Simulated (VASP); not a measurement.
# BaFeO3: structure and properties in VASP, part 2 of 9

Aim: relax BaFeO3, then compute properties on the relaxed cell. Left out of this account: 1 further run (relaxation: a spoilt try). The start is a cell from a database of measured crystal structures.

VASP 6.6.1, plane waves and PAW; the level of theory is named at each step.

Still holding for the runs below: The k-mesh is coarse for a metal.

So far, moment of the cell, from the last line of the log (μB): step 2 (magnetic order: ferromagnetic) 4.12.

The database entry behind the starting cell differs from later determinations by our own check (an axis about 1.3 % long against later determinations), so it need not match the best structure at ambient conditions.

**3. Magnetic order: antiferromagnetic, q = (0, 0, 1/2)**

This step: PBEsol, DFT+U (Fe d 3 eV), spin-polarised from an antiferromagnetic start; plane waves and PAW (Ba_sv, Fe, O) (VASP 6.6.1).

System of this step: BaFeO3. The structure is cubic, space group Pm-3m (No. 221). The conventional cell has a = 4.020 Å, b = 4.020 Å, c = 4.020 Å, α = 90.00°, β = 90.00°, γ = 90.00°. Ba has 12 O at 2.84 Å nearest. Nearest to Fe lie 6 O at 2.01 Å. Nearest to O lie 2 Fe at 2.01 Å and 4 Ba at 2.84 Å. Nearest to O lie 2 Fe at 2.01 Å and 4 Ba at 2.84 Å. Farther neighbours and most contacts between anions are not listed.

Next, a pattern with opposite moments, which needs a doubled cell; q is given in the reciprocal vectors of the primitive cell.

File INCAR:

```
SYSTEM = BaFeO3
PREC = Accurate
ENCUT = 520
EDIFF = 1E-06
NELM = 100
ISMEAR = 0
SIGMA = 0.05
LREAL = .FALSE.
ALGO = Normal
GGA = PS
NBANDS = 51
ISPIN = 2
MAGMOM = 0 0 3 -3 0 0 0 0 0 0
LDAU = .TRUE.
LDAUTYPE = 2
LDAUL = -1 2 -1
LDAUU = 0 3 0
LDAUJ = 0 0 0
LDAUPRINT = 1
LASPH = .TRUE.
LMAXMIX = 4
LORBIT = 11
LWAVE = .FALSE.
LCHARG = .FALSE.
KPAR = 8
ISIF = 2
```

File POSCAR:

```
BaFeO3
1.0
    4.0200000000      0.0000000000      0.0000000000
    0.0000000000      4.0200000000      0.0000000000
    0.0000000000      0.0000000000      8.0400000000
Ba Fe O
2 2 6
Direct
    0.0000000000      0.0000000000      0.0000000000
    0.0000000000      0.0000000000      0.5000000000
    0.5000000000      0.5000000000      0.2500000000
    0.5000000000      0.5000000000      0.7500000000
    0.5000000000      0.5000000000      0.0000000000
    0.5000000000      0.5000000000      0.5000000000
    0.0000000000      0.5000000000      0.2500000000
    0.0000000000      0.5000000000      0.7500000000
    0.5000000000      0.0000000000      0.2500000000
    0.5000000000      0.0000000000      0.7500000000
```

File KPOINTS:

```
Automatic mesh
0
Gamma
6 6 3
0 0 0
```

The projector-augmented-wave data sets are Ba_sv, Fe and O (PBE family, release 64).

Launch:

```console
$ mpirun -np 8 vasp_std
```

What it wrote:

```text
[banner, memory and clock lines left out]
running    8 mpi-ranks, on    1 nodes
 distrk:  each k-point on    1 cores,    8 groups
 distr:  one band on    1 cores,    1 groups

 POSCAR found type information on POSCAR BaFeO
 POSCAR found :  3 types and      10 ions
 [... a notice as in an earlier step ...]

 [... a notice as in an earlier step ...]

 LDA part: xc-table for (Slater+PW92), standard interpolation
 POSCAR, INCAR and KPOINTS ok, starting setup
 FFT: planning ... GRIDC
 FFT: planning ... GRID_SOFT
 FFT: planning ... GRID
 WAVECAR not read
 entering main loop
       N       E                     dE             d eps       ncg     rms          rms(c)
DAV:   1     0.792342332966E+03    0.79234E+03   -0.33202E+04  4080   0.148E+03
DAV:   2     0.198695479224E+02   -0.77247E+03   -0.70719E+03  4363   0.391E+02
DAV:   3    -0.861598651765E+02   -0.10603E+03   -0.10264E+03  5022   0.162E+02
DAV:   4    -0.916414104142E+02   -0.54815E+01   -0.54441E+01  5911   0.374E+01
DAV:   5    -0.918482257270E+02   -0.20682E+00   -0.20652E+00  6189   0.619E+00    0.395E+01
DAV:   6    -0.919866368206E+02   -0.13841E+00   -0.13854E+02  5730   0.109E+02    0.979E+01
DAV:   7    -0.682002037072E+02    0.23786E+02   -0.64210E+01  5227   0.131E+02    0.159E+01
DAV:   8    -0.686183322866E+02   -0.41813E+00   -0.97882E+00  6061   0.302E+01    0.122E+01
DAV:   9    -0.691993360304E+02   -0.58100E+00   -0.33438E+00  5906   0.194E+01    0.169E+01
DAV:  10    -0.689954065452E+02    0.20393E+00   -0.63642E-01  5510   0.669E+00    0.121E+01
DAV:  11    -0.688383454213E+02    0.15706E+00   -0.95178E-02  5414   0.393E+00    0.919E+00
DAV:  12    -0.686634085332E+02    0.17494E+00   -0.48004E-01  5274   0.815E+00    0.307E+00
DAV:  13    -0.686844088244E+02   -0.21000E-01   -0.69610E-02  5385   0.131E+00    0.265E+00
DAV:  14    -0.686961564201E+02   -0.11748E-01   -0.12026E-02  5994   0.697E-01    0.231E+00
DAV:  15    -0.686937593885E+02    0.23970E-02   -0.40676E-03  5508   0.814E-01    0.184E+00
DAV:  16    -0.686934868576E+02    0.27253E-03   -0.11882E-02  5226   0.141E+00    0.690E-01
DAV:  17    -0.686939286894E+02   -0.44183E-03   -0.50441E-03  6169   0.765E-01    0.259E-01
DAV:  18    -0.686942107353E+02   -0.28205E-03   -0.14669E-03  6135   0.233E-01    0.119E-01
DAV:  19    -0.686941809443E+02    0.29791E-04   -0.86389E-05  5522   0.631E-02    0.117E-01
DAV:  20    -0.686941658066E+02    0.15138E-04   -0.56995E-05  5330   0.997E-02    0.499E-02
DAV:  21    -0.686941562158E+02    0.95908E-05   -0.26392E-05  5853   0.676E-02    0.119E-02
DAV:  22    -0.686941576862E+02   -0.14704E-05   -0.52846E-06  4390   0.116E-02    0.856E-03
DAV:  23    -0.686941577374E+02   -0.51208E-07   -0.35805E-07  2624   0.594E-03
   1 F= -.68694158E+02 E0= -.68692035E+02  d E =-.424585E-02  mag=     0.0000
```

Wall time 40 s (8 MPI ranks of Intel Xeon 6975P-C (Granite Rapids), shared host); peak memory 3.2 GiB.

Parts of OUTCAR (step 3):

```text
  LATTYP: Found a simple tetragonal cell.
 ALAT       =     4.0200000000
 C/A-ratio  =     2.0000000000

 Subroutine GETGRP returns: Found 16 space group operations
 (whereof 16 operations were pure point group operations)

The static configuration has the point symmetry D_4h.

 Found     20 irreducible k-points:

   k-points           NKPTS =     20   k-points in BZ     NKDIM =     20   number of bands    NBANDS=     51

   dimension x,y,z NGX =    30 NGY =   30 NGZ =   60
   dimension x,y,z NGXF=    60 NGYF=   60 NGZF=  120

   ENCUT  =  520.0 eV  38.22 Ry    6.18 a.u.   7.47  7.47 14.95*2*pi/ulx,y,z

   NELECT =      72.0000    total number of electrons

atom =   3  type =  2  l = 2

 onsite density matrix

spin component  1

  0.9779  0.0000 -0.0000  0.0000  0.0000
  0.0000  0.9760  0.0000 -0.0000  0.0000
 -0.0000  0.0000  0.9132  0.0000  0.0000
  0.0000 -0.0000  0.0000  0.9760  0.0000
  0.0000  0.0000  0.0000  0.0000  0.8944

spin component  2

  0.1628 -0.0000  0.0000 -0.0000 -0.0000
 -0.0000  0.1597 -0.0000  0.0000  0.0000
  0.0000 -0.0000  0.3469 -0.0000  0.0000
 -0.0000  0.0000 -0.0000  0.1597 -0.0000
 -0.0000  0.0000  0.0000 -0.0000  0.2934

 occupancies and eigenvectors

  o =  0.1597  v =  0.0000  0.0000  0.0000  0.0000  0.0000  0.0000  0.9999  0.0000  0.0101 -0.0000      0.0000  0.0000  0.0000  0.0000  0.0000  0.0000  0.0000  0.0000  0.0000  0.0000
  o =  0.1597  v =  0.0000  0.0000  0.0000  0.0000  0.0000  0.0000 -0.0101 -0.0000  0.9999 -0.0000      0.0000  0.0000  0.0000  0.0000  0.0000  0.0000  0.0000  0.0000  0.0000  0.0000
  o =  0.1628  v =  0.0000  0.0000  0.0000  0.0000  0.0000  1.0000  0.0000  0.0000  0.0000  0.0000      0.0000  0.0000  0.0000  0.0000  0.0000  0.0000  0.0000  0.0000  0.0000  0.0000
  o =  0.2934  v =  0.0000  0.0000  0.0000  0.0000  0.0000  0.0000 -0.0000  0.0000 -0.0000 -1.0000      0.0000  0.0000  0.0000  0.0000  0.0000  0.0000  0.0000  0.0000  0.0000  0.0000
  o =  0.3469  v =  0.0000  0.0000  0.0000  0.0000  0.0000  0.0000 -0.0000 -1.0000 -0.0000 -0.0000      0.0000  0.0000  0.0000  0.0000  0.0000  0.0000  0.0000  0.0000  0.0000  0.0000
  o =  0.8944  v =  0.0000  0.0000  0.0000 -0.0000 -1.0000  0.0000  0.0000  0.0000  0.0000  0.0000      0.0000  0.0000  0.0000  0.0000  0.0000  0.0000  0.0000  0.0000  0.0000  0.0000
  o =  0.9132  v =  0.0000 -0.0000 -1.0000 -0.0000 -0.0000  0.0000  0.0000  0.0000  0.0000  0.0000      0.0000  0.0000  0.0000  0.0000  0.0000  0.0000  0.0000  0.0000  0.0000  0.0000
  o =  0.9760  v =  0.0000  0.9941 -0.0000 -0.1085  0.0000  0.0000  0.0000  0.0000  0.0000  0.0000      0.0000  0.0000  0.0000  0.0000  0.0000  0.0000  0.0000  0.0000  0.0000  0.0000
  o =  0.9760  v =  0.0000  0.1085 -0.0000  0.9941  0.0000  0.0000  0.0000  0.0000  0.0000  0.0000      0.0000  0.0000  0.0000  0.0000  0.0000  0.0000  0.0000  0.0000  0.0000  0.0000
  o =  0.9779  v =  1.0000  0.0000  0.0000  0.0000  0.0000  0.0000  0.0000  0.0000  0.0000  0.0000      0.0000  0.0000  0.0000  0.0000  0.0000  0.0000  0.0000  0.0000  0.0000  0.0000

atom =   4  type =  2  l = 2

 onsite density matrix

spin component  1

  0.1628 -0.0000 -0.0000 -0.0000 -0.0000
 -0.0000  0.1597  0.0000 -0.0000 -0.0000
 -0.0000  0.0000  0.3469 -0.0000  0.0000
 -0.0000 -0.0000 -0.0000  0.1597 -0.0000
 -0.0000 -0.0000  0.0000 -0.0000  0.2934

spin component  2

  0.9779  0.0000  0.0000  0.0000 -0.0000
  0.0000  0.9760 -0.0000  0.0000 -0.0000
  0.0000 -0.0000  0.9132  0.0000  0.0000
  0.0000  0.0000  0.0000  0.9760  0.0000
 -0.0000 -0.0000  0.0000  0.0000  0.8944

 occupancies and eigenvectors

  o =  0.1597  v =  0.0000  0.9993 -0.0000 -0.0370 -0.0000  0.0000  0.0000  0.0000  0.0000  0.0000      0.0000  0.0000  0.0000  0.0000  0.0000  0.0000  0.0000  0.0000  0.0000  0.0000
  o =  0.1597  v =  0.0000  0.0370 -0.0000  0.9993  0.0000  0.0000  0.0000  0.0000  0.0000  0.0000      0.0000  0.0000  0.0000  0.0000  0.0000  0.0000  0.0000  0.0000  0.0000  0.0000
  o =  0.1628  v =  1.0000  0.0000  0.0000  0.0000  0.0000  0.0000  0.0000  0.0000  0.0000  0.0000      0.0000  0.0000  0.0000  0.0000  0.0000  0.0000  0.0000  0.0000  0.0000  0.0000
  o =  0.2934  v =  0.0000 -0.0000  0.0000  0.0000 -1.0000  0.0000  0.0000  0.0000  0.0000  0.0000      0.0000  0.0000  0.0000  0.0000  0.0000  0.0000  0.0000  0.0000  0.0000  0.0000
  o =  0.3469  v =  0.0000  0.0000  1.0000  0.0000  0.0000  0.0000  0.0000  0.0000  0.0000  0.0000      0.0000  0.0000  0.0000  0.0000  0.0000  0.0000  0.0000  0.0000  0.0000  0.0000
  o =  0.8944  v =  0.0000  0.0000  0.0000  0.0000  0.0000  0.0000 -0.0000  0.0000  0.0000  1.0000      0.0000  0.0000  0.0000  0.0000  0.0000  0.0000  0.0000  0.0000  0.0000  0.0000
  o =  0.9132  v =  0.0000  0.0000  0.0000  0.0000  0.0000  0.0000  0.0000 -1.0000 -0.0000  0.0000      0.0000  0.0000  0.0000  0.0000  0.0000  0.0000  0.0000  0.0000  0.0000  0.0000
  o =  0.9760  v =  0.0000  0.0000  0.0000  0.0000  0.0000  0.0000 -0.9946 -0.0000 -0.1036 -0.0000      0.0000  0.0000  0.0000  0.0000  0.0000  0.0000  0.0000  0.0000  0.0000  0.0000
  o =  0.9760  v =  0.0000  0.0000  0.0000  0.0000  0.0000  0.0000  0.1036  0.0000 -0.9946  0.0000      0.0000  0.0000  0.0000  0.0000  0.0000  0.0000  0.0000  0.0000  0.0000  0.0000
  o =  0.9779  v =  0.0000  0.0000  0.0000  0.0000  0.0000  1.0000  0.0000  0.0000  0.0000  0.0000      0.0000  0.0000  0.0000  0.0000  0.0000  0.0000  0.0000  0.0000  0.0000  0.0000

 E-fermi :   2.4120

 spin component 1
 k-point     1 :       0.0000    0.0000    0.0000
  band No.  band energies     occupation
    ...
     33       1.4562      1.00000
     34       1.4562      1.00000
     35       2.1296      1.00000
     36       2.1296      1.00000
     37       2.1328      1.00000
     38       3.1045      0.00000
     39       3.5782      0.00000
     40       3.8420      0.00000
     41       3.8420      0.00000
     42       4.4071      0.00000
    ...

 k-point     2 :       0.1667    0.0000    0.0000
  band No.  band energies     occupation
    ...
     33       1.3926      1.00000
     34       1.6149      1.00000
     35       1.8676      1.00000
     36       1.9622      1.00000
     37       2.0594      1.00000
     38       3.5087      0.00000
     39       3.8342      0.00000
     40       3.8948      0.00000
     41       3.9669      0.00000
     42       4.8069      0.00000
    ...

 k-point     3 :       0.3333    0.0000    0.0000
  band No.  band energies     occupation
    ...
     33       1.2918      1.00000
     34       1.6824      1.00000
     35       1.6877      1.00000
     36       2.1283      1.00000
     37       2.1412      1.00000
     38       3.8275      0.00000
     39       4.0666      0.00000
     40       4.0778      0.00000
     41       4.2639      0.00000
     42       5.6531      0.00000
    ...

 k-point     4 :       0.5000    0.0000    0.0000
  band No.  band energies     occupation
    ...
     33       1.4152      1.00000
     34       1.4741      1.00000
     35       1.5627      1.00000
     36       2.2645      0.99998
     37       2.2889      0.99975
     38       3.8272      0.00000
     39       4.1344      0.00000
     40       4.2952      0.00000
     41       4.4314      0.00000
     42       6.0304      0.00000
    ...

  Total       -6.4340279     -6.4340279     -6.3529819      0.0000000      0.0000000      0.0000000
  in kB      -79.3387523    -79.3387523    -78.3393649      0.0000000      0.0000000      0.0000000
  external PRESSURE =     -79.0056232 kB  Pullay stress =       0.0000000 kB

  energy-cutoff  :      520.00
  volume of cell :      129.93
      direct lattice vectors                 reciprocal lattice vectors
     4.020000000  0.000000000  0.000000000     0.248756219  0.000000000  0.000000000
     0.000000000  4.020000000  0.000000000     0.000000000  0.248756219  0.000000000
     0.000000000  0.000000000  8.040000000     0.000000000  0.000000000  0.124378109

 POSITION                                       TOTAL-FORCE (eV/Angst)
 -----------------------------------------------------------------------------------
      0.00000      0.00000      0.00000         0.000000     -0.000000      0.000000
      0.00000      0.00000      4.02000         0.000000     -0.000000      0.000000
      2.01000      2.01000      2.01000         0.000000      0.000000      0.000000
      2.01000      2.01000      6.03000         0.000000     -0.000000     -0.000000
      2.01000      2.01000      0.00000        -0.000000      0.000000      0.000000
      2.01000      2.01000      4.02000        -0.000000      0.000000      0.000000
      0.00000      2.01000      2.01000         0.000000     -0.000000      0.000000
      0.00000      2.01000      6.03000         0.000000     -0.000000     -0.000000
      2.01000      0.00000      2.01000         0.000000     -0.000000      0.000000
      2.01000      0.00000      6.03000         0.000000     -0.000000     -0.000000
 -----------------------------------------------------------------------------------
    total drift:                                0.000000      0.000000      0.000000

  FREE ENERGIE OF THE ION-ELECTRON SYSTEM (eV)
  ---------------------------------------------------
  free  energy   TOTEN  =       -68.6941577374 eV

  energy  without entropy=      -68.6899118846  energy(sigma->0) =      -68.69203481

 total charge
# of ion       s       p       d       tot
------------------------------------------
    1        2.001   5.628   0.315   7.944
    2        2.001   5.628   0.315   7.944
    3        0.380   0.554   5.836   6.770
    4        0.380   0.554   5.836   6.770
    5        1.565   3.359   0.000   4.924
    6        1.565   3.359   0.000   4.924
    7        1.563   3.364   0.000   4.927
    8        1.563   3.364   0.000   4.927
    9        1.563   3.364   0.000   4.927
   10        1.563   3.364   0.000   4.927
--------------------------------------------------
tot         14.145  32.537  12.303  58.985

 magnetization (x)
# of ion       s       p       d       tot
------------------------------------------
    1        0.000   0.000   0.000   0.000
    2        0.000   0.000   0.000   0.000
    3        0.018   0.026   3.614   3.658
    4       -0.018  -0.026  -3.614  -3.658
    5        0.000   0.000   0.000   0.000
    6        0.000   0.000   0.000   0.000
    7        0.010   0.096   0.000   0.105
    8       -0.010  -0.096   0.000  -0.105
    9        0.010   0.096   0.000   0.105
   10       -0.010  -0.096   0.000  -0.105
--------------------------------------------------
tot          0.000  -0.000  -0.000  -0.000

[... 6 further parts left out ...]
```

At this level the cell is under a tension of 7.9 GPa, so at these settings it is away from equilibrium.

This step gave:

* SCF cycles: 23
* electrons: 72
* bands: 51
* symmetry operations: 16
* free energy (TOTEN): -68.6942 eV
* energy at zero smearing: -68.6920 eV
* Fermi energy: 2.412 eV
* pressure: -7.901 GPa

Spin moment in the PAW sphere by atom:

| atom | spin moment in the PAW sphere (μB) |
| --- | --- |
| Ba1 | 0.00 |
| Ba2 | 0.00 |
| Fe3 | 3.66 |
| Fe4 | -3.66 |
| O5 | 0.00 |
| O6 | 0.00 |
| O7 | 0.10 |
| O8 | -0.10 |
| O9 | 0.10 |
| O10 | -0.10 |

The energy lies +11.0 meV an atom from the first pattern. The run ends antiferromagnetic with a largest moment of 3.66 μB, and the mesh shows no gap.

(Part 2 of 9 ends here.)

[Lines on the potential files, build, host, timing and source positions are cut from VASP's logs without a mark.]

[Logs are printed without paths, hosts, clocks, repeated set-up lines and the standing remarks that a program may print on its own settings, such as how far it seeks lower states.]

[Hosts, paths, dates, database ids (printed as entryN), source tags and the programs' standing remarks are cut or masked in the printed files.]

[A measured line is paired with the nearest computed mode of its activity, which favours agreement.]
